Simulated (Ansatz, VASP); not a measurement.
# Cross-check of Si2Ni between VASP and Ansatz

Aim: how closely do two programs agree when they are given the same cell, functional and k mesh? The cell is taken from a series of runs on this material, whose earlier steps may have relaxed, scaled, displaced or heated it; both programs get it as it stands.

Calculated with Ansatz 0.2.0; plane waves, with VASP 6.6.1 beside it; PBEsol.

**1. Set-up**

It takes space group Fm-3m (No. 225, cubic). The conventional cell has a = 5.204 Å, b = 5.204 Å, c = 5.204 Å, α = 90.00°, β = 90.00°, γ = 90.00°. Si has 4 Ni at 2.25 Å nearest. Nearest to Ni lie 8 Si at 2.25 Å. Farther neighbours are not listed.

As a file:

```cif
data_structure
_symmetry_space_group_name_H-M 'Fm-3m'
_symmetry_Int_Tables_number 225
_cell_length_a 5.2036
_cell_length_b 5.2036
_cell_length_c 5.2036
_cell_angle_alpha 90.000
_cell_angle_beta 90.000
_cell_angle_gamma 90.000
_cell_volume 140.90
loop_
_atom_site_label
_atom_site_type_symbol
_atom_site_symmetry_multiplicity
_atom_site_Wyckoff_symbol
_atom_site_fract_x
_atom_site_fract_y
_atom_site_fract_z
_atom_site_occupancy
Si1 Si 8 c 0.25000 0.75000 0.75000 1
Ni1 Ni 4 a 0.00000 0.00000 0.00000 1
```

**2. Ansatz: single point, PBEsol, pair 1**

Ansatz runs on its PAW soft_1 files.

With cell and atoms fixed, the geometry can't cause a difference; cores, projectors, grids and the points listed under the comparison can.

The input, input.yaml:

```yaml
crystal:
  lattice:
    - [0.0, 2.6017946608, 2.6017946608]
    - [2.6017946608, 0.0, 2.6017946608]
    - [2.6017946608, 2.6017946608, 0.0]
  atoms:
    - { symbol: Si, position: [0.25, 0.25, 0.25] }
    - { symbol: Si, position: [0.75, 0.75, 0.75] }
    - { symbol: Ni, position: [0.0, 0.0, 0.0] }
kpoints:
  mp_grid: { grid: [16, 16, 16] }
hamiltonian:
  xc: pbesol
  pseudopotentials: { kind: paw, azcp: { folder: soft_1 }, xc_functional: pbe }
scf:
  occupations: { method: methfessel_paxton, width: 0.2 }
output:
  forces: true
  stress: true
  eigenvalues: true
```

Started as:

```bash
ansatz run input.yaml --threads 4 --pin off --max-ram 10240MiB --backend cpu --events-out ev --progress --plain --runs-dir out
```

Numbers of over 12 decimals in the logs are rounded to 6 here.

Log:

```text
Engine: ansatz 0.2.0, aarch64-unknown-linux-gnu
Pseudopotentials: kind: paw
Pseudopotential: Si, paw, valence charge 4, recommended cutoff 420 eV (normal), soft_1/Si.paw.azcp
Pseudopotential: Ni, paw, valence charge 18, recommended cutoff 420 eV (normal), soft_1/Ni.paw.azcp
Functional definition: PBEsol
  exchange = pbesol_x
  correlation = pbesol_c
Crystal: 3 atoms, lattice volume = 35.225 Å³
Basis set: ecut = 420 eV, 701 PW (Γ), exchange–correlation on 50×50×50 points (8 copies of the dense FFT grid, shifted against one another)
Bands: 17, of which v1, the nominal top of the filled ones, is band 13 counted from 1 (12 counted from 0)
Symmetry: 48 space group operations
Space group: Fm-3m (ITA 225), of the structure as read, at distance tolerance 3.3e-5 Å
k-points: 145 of 4096
Non-local potential: Si, projectors of the file, l = 0: 2, l = 1: 2, l = 2: 1
Non-local potential: Ni, projectors of the file, l = 0: 3, l = 1: 2, l = 2: 3, l = 3: 1
PAW form: soft (Blöchl's): semilocal exchange-correlation on the pseudo side does not see the compensation charge
PAW frozen core: Si, regenerated for the run's functional, and the local potential with it (the file was generated under x = pbe(κ = 0.804, μ = 0.219515), c = pbe(β = 0.066725))
PAW frozen core: Ni, regenerated for the run's functional, and the local potential with it (the file was generated under x = pbe(κ = 0.804, μ = 0.219515), c = pbe(β = 0.066725))
PAW one-centre angular grid: Si, 110 points (default); XC on 64 Gauss nodes
PAW one-centre angular grid: Ni, 590 points (default); XC on 64 Gauss nodes
Initial density: superposition of atomic densities (chi_scale 0.1, normalization cell, long waves kept (reshape's long-wave potential 0.00 eV rms))
Initial wavefunctions: pseudopotential atomic-orbital guess
Functional: x = pbesol(κ = 0.804, μ = 0.123457), c = pbesol(β = 0.046)
SCF iter   1: F=—  HF=-7049.870580 eV  |F-HF|=—  |Δ(HF+E_count)|=         —  Δρ=7.33e-2  dr2=2.72e0  ethr=3.10e-3  ⟨swp⟩=5.1  Hψ=12453  notcnv=0
preconditioner: auto → Kerker (q_TF=auto, 2.594 Å⁻¹)  [metal: Δε(μ)=0.046 eV  Ē_g=9.640 eV  σ=0.200 eV  W_gap=0.19  n_scr=14 (ndim 8)  ℏωp=26.5 eV  f_vac=0.000  D(μ)=0.68/eV (n_scr^D=0)]
SCF iter   2: F=—  HF=-7049.433935 eV  |F-HF|=—  |Δ(HF+E_count)|=   4.37e-1  S|Δr|=    0.00e0  Δρ=4.18e-2  dr2=9.98e-1  ethr=3.10e-3  ⟨swp⟩=2.0  Hψ=4167  notcnv=0  defer=6
SCF iter   3: F=—  HF=-7049.111639 eV  |F-HF|=—  |Δ(HF+E_count)|=   3.22e-1  S|Δr|=    0.00e0  Δρ=2.12e-2  dr2=1.48e-1  ethr=3.10e-3  ⟨swp⟩=2.3  Hψ=4386  notcnv=0  defer=6
SCF iter   4: F=—  HF=-7049.088033 eV  |F-HF|=—  |Δ(HF+E_count)|=   2.36e-2  S|Δr|=    0.00e0  Δρ=7.20e-3  dr2=1.42e-2  ethr=5.70e-4  ⟨swp⟩=2.0  Hψ=4128  notcnv=0  defer=6
SCF iter   5: F=—  HF=-7049.088707 eV  |F-HF|=—  |Δ(HF+E_count)|=   6.74e-4  S|Δr|=    0.00e0  Δρ=1.46e-3  dr2=1.06e-3  ethr=5.47e-5  ⟨swp⟩=1.9  Hψ=4141  notcnv=0  defer=6
SCF iter   6: F=—  HF=-7049.088893 eV  |F-HF|=—  |Δ(HF+E_count)|=   1.86e-4  S|Δr|=    0.00e0  Δρ=1.01e-3  dr2=3.57e-4  ethr=4.08e-6  ⟨swp⟩=2.0  Hψ=4207  notcnv=0  defer=6
SCF iter   7: F=—  HF=-7049.088920 eV  |F-HF|=—  |Δ(HF+E_count)|=   2.68e-5  S|Δr|=    0.00e0  Δρ=1.01e-4  dr2=4.14e-6  ethr=1.37e-6  ⟨swp⟩=2.7  Hψ=3627  notcnv=0  defer=6
SCF iter   8: F=—  HF=-7049.088919 eV  |F-HF|=—  |Δ(HF+E_count)|=   1.42e-6  S|Δr|=    0.00e0  Δρ=2.26e-5  dr2=1.38e-7  ethr=1.59e-8  ⟨swp⟩=2.0  Hψ=3765  notcnv=0  defer=6
SCF iter   9: F=-7049.088919 eV  HF=-7049.088919 eV  |F-HF|=2.75e-10  |Δ(HF+E_count)|=   1.44e-8  S|Δr|=    0.00e0  Δρ=2.18e-6  dr2=1.10e-9  ethr=3.85e-10  ⟨swp⟩=5.3  Hψ=11226  notcnv=0
SCF 1 converged in 9 iterations: F = -7049.088919 eV  dr2 = 1.10e-9
  greatest PAW one-centre occupation: 1.000 electrons in one spin orbital (limit 2), on the Ni atom at site 2 (counted from 0), in its partial waves of l = 1
SCF converged after 9 iterations
Stability not checked: this state was not tested for a lower state beside it, because cold or Methfessel-Paxton smearing, or corrected tetrahedra, fill the levels in a way that the test cannot read (fill_not_monotonic; see scf.lower_state_search)
Free energy (F): -7049.088919 eV
Harris-Foulkes:  -7049.088919 eV  (|F-HF|=2.75e-10)
Internal energy: -7049.088814 eV  (E = F + TS)
E sigma→0 (E₀):  -7049.088893 eV
Entropy (-TS):   -0.000105 eV (-0.035 meV/atom)
Fermi energy:    15.363787 eV
--- Per-component energies (eV) ---
  E_band       = -308.316580
  E_kinetic    = 438.255353
  E_local      = -4054.988938  (includes V_loc(G=0)·N_el)
  E_nonlocal   = -74.794619
  E_hartree    = 2114.773064
  E_xc         = -231.872441
  E_vxc        = -251.450737  (∫ρ·V_xc dr)
  E_paw        = -2614.544610  (= ΣΔE_a)
  E_vpaw       = -594.882157  (= ΣTr[D̂ρ^β])
  E_aug_tail   = 0.000794  (compensation charges beyond the density's cutoff)
  E_ewald      = -2626.177828
  E_core_change = 0.260411  (= ΣΔE_core)
  E_smearing   = -0.000105  (= −TS)
  E_closure    = 0.000000  (closes the sum)
  Σ components = -7049.088919   (vs F -7049.088919, Δ=0.00e0)
--- Forces (eV/Å), atoms counted from 1 ---
  atom   1  Si     0.00000000     0.00000000     0.00000000
  atom   2  Si    -0.00000000    -0.00000000     0.00000000
  atom   3  Ni    -0.00000000     0.00000000     0.00000000
  max |Σ_I F_I| component: 1.62e-17 eV/Å
--- Stress (GPa, compression-positive) ---
       21.474148      -0.000000       0.000000
       -0.000000      21.474148       0.000000
        0.000000      -0.000000      21.474148
  P = ⅓ Tr σ = 21.4741 GPa (214.741 kbar)
--- Band table (eV; the first three rows and the last of 145) ---
  k-point 0: bands = [... 9 lower, 11.0112, 15.8812, 17.1042, 17.1042, 17.1042, 17.2194, 17.2194, 17.2194]
  k-point 1: bands = [... 9 lower, 10.9980, 15.4865, 16.3205, 16.5524, 16.5524, 17.8103, 17.8103, 18.4499]
  k-point 2: bands = [... 9 lower, 10.9652, 14.3286, 15.9851, 15.9851, 16.3994, 18.3511, 18.3511, 19.3918]
  k-point 144: bands = [... 9 lower, 10.8403, 10.9515, 11.4329, 12.3400, 17.7038, 17.7038, 19.6641, 20.5791]
```

The run ends at a pressure of 21.47 GPa.

**3. VASP: single point, PBEsol, pair 1**

The same cell, functional, mesh and smearing now go to VASP, with its own data sets.

Lines of VASP's logs that name or quote its potential files are left out, and so is its time.

The input, INCAR:

```
SYSTEM = Si2Ni
PREC = Accurate
ENCUT = 600
EDIFF = 1E-06
NELM = 120
ISMEAR = 1
SIGMA = 0.2
LREAL = .FALSE.
ALGO = Normal
GGA = PS
NBANDS = 15
LASPH = .TRUE.
LORBIT = 11
LWAVE = .FALSE.
LCHARG = .FALSE.
ISIF = 2
GGA_COMPAT = .FALSE.
```

The input, POSCAR:

```
Si2Ni
1.0
    0.0000000000      2.6017946608      2.6017946608
    2.6017946608      0.0000000000      2.6017946608
    2.6017946608      2.6017946608      0.0000000000
Si Ni
2 1
Direct
    0.2500000000      0.2500000000      0.2500000000
    0.7500000000      0.7500000000      0.7500000000
    0.0000000000      0.0000000000      0.0000000000
```

The input, KPOINTS:

```
Automatic mesh
0
Gamma
16 16 16
0 0 0
```

Potentials, in the order of the species: Si and Ni (PBE family, release 64).

Started as:

```bash
mpirun -np 1 vasp_std
```

Log:

```text
[banner, memory and clock lines left out]
running    1 mpi-ranks, on    1 nodes
 distrk:  each k-point on    1 cores,    1 groups
 distr:  one band on    1 cores,    1 groups

 POSCAR found type information on POSCAR SiNi
 POSCAR found :  2 types and       3 ions
|                                                                             |
|               ----> ADVICE to this user running VASP <----                  |
|                                                                             |
|     You enforced a specific xc type in the INCAR file but a different       |
|     [... a line on the potential file left out ...]
|     I HOPE YOU KNOW WHAT YOU ARE DOING!                                     |
|                                                                             |

 LDA part: xc-table for (Slater+PW92), standard interpolation
 POSCAR, INCAR and KPOINTS ok, starting setup
 FFT: planning ... GRIDC
 FFT: planning ... GRID_SOFT
 FFT: planning ... GRID
 WAVECAR not read
 entering main loop
       N       E                     dE             d eps       ncg     rms          rms(c)
DAV:   1     0.739547406839E+02    0.73955E+02   -0.88116E+03  4358   0.141E+03
DAV:   2    -0.168871194232E+02   -0.90842E+02   -0.83750E+02  4609   0.250E+02
DAV:   3    -0.210874538758E+02   -0.42003E+01   -0.41227E+01  5757   0.577E+01
DAV:   4    -0.211570196209E+02   -0.69566E-01   -0.69490E-01  5088   0.689E+00
DAV:   5    -0.211587253059E+02   -0.17057E-02   -0.17054E-02  5757   0.115E+00    0.185E+01
DAV:   6    -0.249679550572E+02   -0.38092E+01   -0.45085E+01  4954   0.165E+02    0.234E+01
DAV:   7    -0.188253284570E+02    0.61426E+01   -0.13564E+01  5522   0.104E+02    0.384E+00
DAV:   8    -0.188083095344E+02    0.17019E-01   -0.16859E+00  6474   0.193E+01    0.293E+00
DAV:   9    -0.187422445071E+02    0.66065E-01   -0.25479E-01  5451   0.107E+01    0.586E-01
DAV:  10    -0.187411984650E+02    0.10460E-02   -0.88866E-03  6224   0.171E+00    0.264E-01
DAV:  11    -0.187411188563E+02    0.79609E-04   -0.62359E-04  6856   0.266E-01    0.500E-02
DAV:  12    -0.187411325427E+02   -0.13686E-04   -0.34685E-05  5606   0.108E-01    0.173E-02
DAV:  13    -0.187411292439E+02    0.32988E-05   -0.80974E-06  5796   0.753E-02    0.424E-03
DAV:  14    -0.187411292215E+02    0.22316E-07   -0.67465E-07  2960   0.888E-03
   1 F= -.18741129E+02 E0= -.18741077E+02  d E =-.157666E-03
```

OUTCAR, selected parts (step 3):

```text
ion  position               nearest neighbor table
   1  0.250  0.250  0.250-   3 2.25   3 2.25   3 2.25   3 2.25   2 2.60   2 2.60   2 2.60   2 2.60
                             2 2.60   2 2.60
   2  0.750  0.750  0.750-   3 2.25   3 2.25   3 2.25   3 2.25   1 2.60   1 2.60   1 2.60   1 2.60
                             1 2.60   1 2.60
   3  0.000  0.000  0.000-   2 2.25   2 2.25   2 2.25   1 2.25   2 2.25   1 2.25   1 2.25   1 2.25

  LATTYP: Found a face centered cubic cell.
 ALAT       =     5.2035893216

 Subroutine GETGRP returns: Found 48 space group operations
 (whereof 48 operations were pure point group operations)

The static configuration has the point symmetry O_h .

 Found    145 irreducible k-points:

   k-points           NKPTS =    145   k-points in BZ     NKDIM =    145   number of bands    NBANDS=     15

   dimension x,y,z NGX =    30 NGY =   30 NGZ =   30
   dimension x,y,z NGXF=    60 NGYF=   60 NGZF=   60

   ENCUT  =  600.0 eV  44.10 Ry    6.64 a.u.   7.35  7.35  7.35*2*pi/ulx,y,z

   NELECT =      18.0000    total number of electrons

 k-points in reciprocal lattice and weights: Automatic mesh
   0.00000000  0.00000000  0.00000000       0.000
   0.06250000  0.00000000  0.00000000       0.002
   0.12500000  0.00000000  0.00000000       0.002
   0.18750000  0.00000000  0.00000000       0.002
   0.25000000  0.00000000  0.00000000       0.002
   0.31250000  0.00000000  0.00000000       0.002
   0.37500000  0.00000000  0.00000000       0.002
   0.43750000  0.00000000  0.00000000       0.002
   0.50000000  0.00000000  0.00000000       0.001
[...]
-0.31250000  0.50000000  0.18750000       0.003
  -0.25000000  0.50000000  0.25000000       0.001

 average (electrostatic) potential at core
       1 -77.9372       2 -77.9372       3 -80.8868

 E-fermi :  12.2805

 k-point     1 :       0.0000    0.0000    0.0000
  band No.  band energies     occupation
    ...
      2       6.1259      2.00000
      3       6.1259      2.00000
      4       6.1259      2.00000
      5       7.9342      2.00000
      6       7.9342      2.00000
      7      12.8324     -0.00067
      8      14.0185     -0.00000
      9      14.0185     -0.00000
     10      14.0185     -0.00000
     11      14.1715     -0.00000
    ...

 k-point     2 :       0.0625    0.0000    0.0000
  band No.  band energies     occupation
    ...
      2       6.0247      2.00000
      3       6.1464      2.00000
      4       6.1464      2.00000
      5       7.9213      2.00000
      6       7.9213      2.00000
      7      12.4206      0.07996
      8      13.2687     -0.00000
      9      13.4834     -0.00000
     10      13.4834     -0.00000
     11      14.7468     -0.00000
    ...

 k-point     3 :       0.1250    0.0000    0.0000
  band No.  band energies     occupation
    ...
      3       6.2044      2.00000
      4       6.2044      2.00000
      5       7.8890      2.00000
      6       7.8890      2.00000
      7      11.2568      2.00000
      8      12.9180     -0.00006
      9      12.9180     -0.00006
     10      13.3504     -0.00000
     11      15.2882     -0.00000
     12      15.2882     -0.00000
    ...

  Total        4.7087283      4.7087283      4.7087283      0.0000000      0.0000000      0.0000000
  in kB      214.1732198    214.1732198    214.1732198      0.0000000      0.0000000      0.0000000
  external PRESSURE =     214.1732198 kB  Pullay stress =       0.0000000 kB

  energy-cutoff  :      600.00
  volume of cell :       35.22
      direct lattice vectors                 reciprocal lattice vectors
     0.000000000  2.601794661  2.601794661    -0.192175043  0.192175043  0.192175043
     2.601794661  0.000000000  2.601794661     0.192175043 -0.192175043  0.192175043
     2.601794661  2.601794661  0.000000000     0.192175043  0.192175043 -0.192175043

 POSITION                                       TOTAL-FORCE (eV/Angst)
 -----------------------------------------------------------------------------------
      1.30090      1.30090      1.30090        -0.000000      0.000000      0.000000
      3.90269      3.90269      3.90269         0.000000     -0.000000     -0.000000
      0.00000      0.00000      0.00000        -0.000000     -0.000000      0.000000
 -----------------------------------------------------------------------------------
    total drift:                                0.000000     -0.000000     -0.000000

  FREE ENERGIE OF THE ION-ELECTRON SYSTEM (eV)
  ---------------------------------------------------
  free  energy   TOTEN  =       -18.7411292215 eV

  energy  without entropy=      -18.7409715559  energy(sigma->0) =      -18.74107667

 total charge
# of ion       s       p       d       tot
------------------------------------------
    1        0.726   0.928   0.000   1.654
    2        0.726   0.928   0.000   1.654
    3        0.629   0.989   8.534  10.152
--------------------------------------------------
tot          2.081   2.845   8.534  13.460

[... 3 further parts left out ...]
```

The run ends at a pressure of 21.42 GPa.

**4. Side by side**

Known differences besides the potentials themselves: the data sets hold 26 valence electrons in Ansatz (on its PAW soft_1 files) and 18 in VASP; the cutoff is 420 eV in Ansatz and 600 eV in VASP; Ansatz makes its cores anew for this functional, VASP keeps those of its PBE data sets. Total energies have different zeros and are not compared.

The two programs side by side:

```
      quantity  Ansatz   VASP  difference
pressure (GPa)   21.47  21.42       +0.06
```

**5. Ansatz: single point, PBEsol, pair 2**

With cell and atoms fixed, the geometry can't cause a difference; cores, projectors, grids and the points listed under the comparison can. The cell compared in this pair holds 36.01 Å³, against 35.22 Å³ for the pair before.

The cell is taken from a series of runs on this material, whose earlier steps may have relaxed, scaled, displaced or heated it; both programs get it as it stands.

Edit input.yaml of step 2 so:

```diff
@@ -2,5 +2,5 @@
   lattice:
-    - [0.0, 2.6017946608, 2.6017946608]
-    - [2.6017946608, 0.0, 2.6017946608]
-    - [2.6017946608, 2.6017946608, 0.0]
+    - [0.0, 2.6209261909, 2.6209261909]
+    - [2.6209261909, 0.0, 2.6209261909]
+    - [2.6209261909, 2.6209261909, 0.0]
   atoms:
```

Started as:

```bash
ansatz run input.yaml --threads 4 --pin off --max-ram 10240MiB --backend cpu --events-out ev --progress --plain --runs-dir out
```

Log:

```text
[...]
Crystal: 3 atoms, lattice volume = 36.008 Å³
Basis set: ecut = 420 eV, 725 PW (Γ), exchange–correlation on 50×50×50 points (8 copies of the dense FFT grid, shifted against one another)
Bands: 17, of which v1, the nominal top of the filled ones, is band 13 counted from 1 (12 counted from 0)
Symmetry: 48 space group operations
[...]
k-points: 145 of 4096
[...]
--- Band table (eV; the first three rows and the last of 145) ---
  k-point 0: bands = [... 9 lower, 10.7302, 15.2668, 16.6502, 16.6502, 16.6502, 16.8454, 16.8454, 16.8454]
  k-point 1: bands = [... 9 lower, 10.7174, 14.9796, 15.8311, 16.1415, 16.1415, 17.3884, 17.3884, 18.0059]
  k-point 2: bands = [... 9 lower, 10.6853, 13.9269, 15.5836, 15.5836, 15.8452, 17.8995, 17.8995, 18.9721]
  k-point 144: bands = [... 9 lower, 10.5458, 10.6612, 11.1341, 12.0086, 17.2329, 17.2329, 19.2697, 20.1309]
[key lines of the parts left out:]
SCF converged after 9 iterations
Free energy (F): -7049.180476 eV
Fermi energy:    14.910813 eV
P = ⅓ Tr σ = 16.1143 GPa (161.143 kbar)
```

The run ends at a pressure of 16.11 GPa.

**6. VASP: single point, PBEsol, pair 2**

The same cell, functional, mesh and smearing now go to VASP, with its own data sets.

INCAR is that of step 3.

The input, POSCAR:

```
Si2Ni
1.0
    0.0000000000      2.6209261909      2.6209261909
    2.6209261909      0.0000000000      2.6209261909
    2.6209261909      2.6209261909      0.0000000000
Si Ni
2 1
Direct
    0.2500000000      0.2500000000      0.2500000000
    0.7500000000      0.7500000000      0.7500000000
    0.0000000000      0.0000000000      0.0000000000
```

KPOINTS is that of step 3.

Started as:

```bash
mpirun -np 1 vasp_std
```

Log:

```text
[banner, memory and clock lines left out]
running    1 mpi-ranks, on    1 nodes
[...]
[... a notice as in an earlier step ...]

 LDA part: xc-table for (Slater+PW92), standard interpolation
 POSCAR, INCAR and KPOINTS ok, starting setup
[...]
entering main loop
       N       E                     dE             d eps       ncg     rms          rms(c)
DAV:   1     0.748237517587E+02    0.74824E+02   -0.88124E+03  4366   0.142E+03
DAV:   2    -0.169183838583E+02   -0.91742E+02   -0.84649E+02  4595   0.249E+02
DAV:   3    -0.211522534688E+02   -0.42339E+01   -0.41517E+01  5652   0.584E+01
DAV:   4    -0.212221173266E+02   -0.69864E-01   -0.69619E-01  5128   0.690E+00
[...]
DAV:  12    -0.188331505660E+02   -0.14865E-04   -0.35408E-05  5519   0.101E-01    0.188E-02
DAV:  13    -0.188331470684E+02    0.34977E-05   -0.95089E-06  5760   0.807E-02    0.463E-03
DAV:  14    -0.188331470557E+02    0.12695E-07   -0.78517E-07  2967   0.758E-03
   1 F= -.18833147E+02 E0= -.18833130E+02  d E =-.504424E-04
```

OUTCAR, selected parts (step 6):

```text
  Total        3.6117498      3.6117498      3.6117498      0.0000000     -0.0000000     -0.0000000
  in kB      160.7066584    160.7066584    160.7066584      0.0000000     -0.0000000     -0.0000000
  external PRESSURE =     160.7066584 kB  Pullay stress =       0.0000000 kB

 POSITION                                       TOTAL-FORCE (eV/Angst)
 -----------------------------------------------------------------------------------
      1.31046      1.31046      1.31046         0.000000      0.000000      0.000000
      3.93139      3.93139      3.93139        -0.000000     -0.000000     -0.000000
      0.00000      0.00000      0.00000         0.000000     -0.000000      0.000000
 -----------------------------------------------------------------------------------
    total drift:                                0.000000     -0.000000     -0.000000

  FREE ENERGIE OF THE ION-ELECTRON SYSTEM (eV)
  ---------------------------------------------------
  free  energy   TOTEN  =       -18.8331470557 eV

  energy  without entropy=      -18.8330966133  energy(sigma->0) =      -18.83313024

[... 1 part as in an earlier step ...]

[... 2 further parts left out ...]
[key lines of the parts left out:]
E-fermi :  11.8931
```

The run ends at a pressure of 16.07 GPa.

[end of part 1 of 2]

[Lines on the potential files, build, host, timing and source positions are cut from VASP's logs without a mark.]

[Logs are printed without paths, hosts, clocks, repeated set-up lines and the standing remarks that a program may print on its own settings, such as how far it seeks lower states.]

[Hosts, paths, dates, database ids (printed as entryN), source tags and the programs' standing remarks are cut or masked in the printed files.]
